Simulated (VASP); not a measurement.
Input:

```xyz
6
Lattice="5.4832 0.0000 0.0000 -2.7416 4.7486 0.0000 0.0000 0.0000 4.4245" Properties=species:S:1:pos:R:3 pbc="T T T"
Ti     2.7010     0.0664     0.0375
Ti     1.3743     2.4380    -0.0001
Ti    -1.3571     2.1908    -0.0088
C      0.0142    -0.0162     0.0793
C     -0.0049     3.2019     2.0803
C      2.7557     1.6164     2.2363
```

All values below come from PBE GGA, VASP's PBE PAW potentials (set 64) (plane waves; VASP). Run with 400 eV cut-off, 3×3×4 Γ-centred mesh, Fermi-Dirac smearing of 0.10 eV, potentials Ti_sv C.

At this cut-off the stress carries a Pulay error, which pulls relaxed volumes low.

Task: Give the force on each atom (eV/Å).

Result: 
```csv
atom,Fx,Fy,Fz
Ti1,-0.310,-0.946,0.369
Ti2,-0.121,0.243,0.220
Ti3,0.347,0.627,0.095
C4,-0.448,0.417,-0.407
C5,0.278,-0.134,-0.395
C6,0.255,-0.207,0.118
```

Task: Give the stress tensor in GPa (positive for a compressed cell).

Result: 
```
-21.64    0.24    0.04
  0.24  -21.16   -0.05
  0.04   -0.05  -41.99
```
The pressure is its mean diagonal, -28.26 GPa.

The structure was generated: TiC was put into an ordered model structure, which need not be its known phase. The cell was not relaxed at this level. The k-mesh is coarse (spacing up to 0.44 per Å, 2π included), so the numbers may not be converged in it.
